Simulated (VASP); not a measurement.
Given:

```
SrTiO3
1.0
    3.89641     0.00000     0.00000
    0.00000     3.89641     0.00000
    0.00000     0.00000     3.89641
Sr Ti O
1 1 3
Direct
  0.00000   0.00000   0.00000
  0.50000   0.50000   0.50000
  0.50000   0.00000   0.50000
  0.00000   0.50000   0.50000
  0.50000   0.50000   0.00000
```

These are PBEsol GGA, VASP's PBE PAW potentials (set 64) (plane waves; VASP 6.6.1) values and carry that method's errors. Numerical set-up: 520 eV cut-off, 6×6×6 Γ-centred mesh, tetrahedra with Blöchl corrections, potentials Sr_sv Ti_sv O.

The cores are frozen, which limits the accuracy of field gradients.

Question: Give the principal components of the electric field gradient (V/Å²) and the asymmetry η at each nucleus.

Answer: 
```json
[
 {"atom": "Sr1", "Vxx": "0.0", "Vyy": "0.0", "Vzz": "0.0", "η": "-"},
 {"atom": "Ti2", "Vxx": "0.0", "Vyy": "0.0", "Vzz": "0.0", "η": "-"},
 {"atom": "O3", "Vxx": "-4.3", "Vyy": "-4.3", "Vzz": "8.7", "η": "0.00"},
 {"atom": "O4", "Vxx": "-4.3", "Vyy": "-4.3", "Vzz": "8.7", "η": "0.00"},
 {"atom": "O5", "Vxx": "-4.3", "Vyy": "-4.3", "Vzz": "8.7", "η": "0.00"}
]
```

The compound is SrTiO3 in the cubic perovskite structure, the ideal cubic form; the compound distorts at low or room temperature. It was relaxed first.
